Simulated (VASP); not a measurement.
An input for Ansatz (written as the equivalent of a VASP run, and not itself run):

Ansatz 0.2 input:
```yaml
crystal:
  lattice:
    - [0.0000000, 3.0132890, 3.0132890]
    - [3.0132890, 0.0000000, 3.0132890]
    - [3.0132890, 3.0132890, 0.0000000]
  atoms:
    - { symbol: W, position: [0.0000000, 0.0000000, 0.0000000] }
    - { symbol: Te, position: [0.2500000, 0.2500000, 0.2500000] }
kpoints:
  mp_grid: { grid: [12, 12, 12] }
hamiltonian:
  xc: pbesol
  pseudopotentials: { kind: paw }
scf:
  occupations: { method: tetrahedron }
  max_iter: 100
output: { forces: true, stress: true, eigenvalues: true }
```

Task: Translate this input to VASP (INCAR, KPOINTS, POSCAR, choice of POTCAR).

Result: This is not unique; one that fits is 
INCAR:
```
# general
SYSTEM  = WTe
PREC    = Accurate
ENCUT   = 400   # plane-wave cut-off (eV)
LREAL   = .FALSE.   # projection in real space or not
LASPH   = .TRUE.   # aspherical one-centre terms

# electronic loop
EDIFF   = 1E-7   # SCF stop (eV)
NELM    = 100
ALGO    = Normal   # blocked Davidson
LMAXMIX = 6   # l cut-off of mixed one-centre charges

# smearing
ISMEAR  = -5   # tetrahedra, Bloechl

# functional
GGA     = PS   # PBEsol

# ions
ISIF    = 2   # forces and stress, cell fixed

# output
LWAVE   = .FALSE.
LCHARG  = .TRUE.
LORBIT  = 11   # lm-projected
NEDOS   = 601
```

POSCAR:
```
WTe
1
    0.0000000000     3.0132890463     3.0132890463
    3.0132890463     0.0000000000     3.0132890463
    3.0132890463     3.0132890463     0.0000000000
W Te
1 1
Direct
  0.0000000000   0.0000000000   0.0000000000
  0.2500000000   0.2500000000   0.2500000000
```

**KPOINTS**
```
Automatic mesh
0
gamma
12 12 12
0 0 0
```

POTCAR, in this order: W_sv Te (PBE.64 set). Program: vasp_std.

The two are equivalent in intent, not identical: each code has its own PAW files, so the cut-off isn't converted (ENCUT is set for VASP's; basis.ecutwfc is left out, and Ansatz then takes the one that its files recommend); Ansatz stops its SCF on the density residual and VASP on the energy change (EDIFF).

The structure was generated: WTe was put into the zinc blende type (F-43m), which need not be its known phase. It was relaxed first, which changed the volume by -34 %.
